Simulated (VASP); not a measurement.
Data:

```
CELL_PARAMETERS angstrom
      3.62640     0.00000     0.00000
      0.00000     3.62640     0.00000
      0.00000     0.00000     3.62640
ATOMIC_POSITIONS crystal
  Cu 0.00000 0.50000 0.50000
  Cu 0.50000 0.00000 0.50000
  Cu 0.50000 0.50000 0.00000
  Au 0.00000 0.00000 0.00000
```

The numbers are results of PBE GGA, VASP's PBE PAW potentials (set 64) (plane waves; VASP 6.6.1), not measurements. Numerical set-up: 480 eV cut-off, 8×8×8 Γ-centred mesh, first-order Methfessel-Paxton smearing of 0.10 eV, potentials Cu Au.

Unless said otherwise, spin-orbit coupling is left out, though it shifts the bands of the heavy elements here.

Predict the energy per atom (σ→0), pressure, band gap (on the k-mesh) with the smallest direct gap where there is one.

The band gap (on the k-mesh) comes out as none (metal, semimetal or under 0.01 eV). The energy per atom (σ→0) is -3.531 eV/atom and the pressure is 24.72 GPa.

Total energies compare only between runs with the same potentials, cut-off and functional.

The compound is Cu3Au in the L1_2 structure. This cell was strained or had an atom moved on purpose.
